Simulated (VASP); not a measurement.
The input files of a VASP run:

### POSCAR
```
CdSe
1
    2.1684611177    -3.7558845876     0.0000000000
    2.1684611177     3.7558845876     0.0000000000
    0.0000000000     0.0000000000     7.0664854751
Cd Se
2 2
Direct
  0.6666670000   0.3333330000   0.4717075426
  0.3333330000   0.6666670000   0.0000101551
  0.6666670000   0.3333330000   0.8759898449
  0.3333330000   0.6666670000   0.3759898449
```

### KPOINTS
```
Automatic mesh
0
Gamma
6 6 4
0 0 0
```

INCAR:
```
ALGO = Normal
EDIFF = 1E-7
ENCUT = 480
ISIF = 2
ISMEAR = 0
LASPH = .TRUE.
LCHARG = .FALSE.
LMAXMIX = 4
LMIXTAU = .TRUE.
LREAL = .FALSE.
LWAVE = .FALSE.
METAGGA = R2SCAN
NELM = 100
PREC = Accurate
SIGMA = 0.05
SYSTEM = CdSe
```

POTCAR, in this order: Cd Se (PBE.64 set). Program: vasp_std.

Question: Write an equivalent input for Ansatz.

Answer: One equivalent input (not run):
Ansatz 0.2 input:
```yaml
crystal:
  lattice:
    - [2.1684611, -3.7558846, 0.0000000]
    - [2.1684611, 3.7558846, 0.0000000]
    - [0.0000000, 0.0000000, 7.0664855]
  atoms:
    - { symbol: Cd, position: [0.6666670, 0.3333330, 0.4717075] }
    - { symbol: Cd, position: [0.3333330, 0.6666670, 0.0000102] }
    - { symbol: Se, position: [0.6666670, 0.3333330, 0.8759898] }
    - { symbol: Se, position: [0.3333330, 0.6666670, 0.3759898] }
kpoints:
  mp_grid: { grid: [6, 6, 4] }
hamiltonian:
  xc: r2scan
  pseudopotentials: { kind: paw }
scf:
  occupations: { method: gaussian, width: 0.05 }
  max_iter: 100
output: { forces: true, stress: true, eigenvalues: true }
```
What does not carry over: each code has its own PAW files, so the cut-off isn't converted (ENCUT is set for VASP's; basis.ecutwfc is left out, and Ansatz then takes the one that its files recommend); Ansatz stops its SCF on the density residual and VASP on the energy change (EDIFF).

The compound is CdSe in the wurtzite structure. This cell was strained or had an atom moved on purpose.
